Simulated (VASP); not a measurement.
Molecule: FSnCl, in a box.

```
F Sn Cl
1.0
    12.00000    0.00000    0.00000
     0.00000   12.00000    0.00000
     0.00000    0.00000   11.00000
F Sn Cl
1 1 1
Direct
  0.39259 0.53234 0.44469
  0.52208 0.58859 0.52970
  0.60958 0.41491 0.56150
```

Base run:

```yaml
Program: VASP 6.6.1
Functional: PBE
Potentials_or_basis: VASP PAW PBE potentials, release 64 (F, Sn_d, Cl)
Cutoff: 520 eV
k_mesh: 1 × 1 × 1
Occupations: gaussian, width 0.01 eV
Spin: no spin polarisation
```

Its results: gap between the frontier levels 3.53 eV; largest force 0.833 eV/Å.

Task: The run is repeated on the same cell with these changes: functional from PBE to BLYP; further incar settings from ALGO = Fast; EDIFF = 1e-07 to ALGO = Normal; EDIFF = 1e-06; NBANDS = 21. What comes out?

Result: Gap between the frontier levels 3.47 eV; largest force 1.252 eV/Å.

Caveats: spin-orbit coupling is left out, which moves the levels of the heavy elements; the PAW data sets were made with another functional, which shifts forces and pressure a little (some runs).

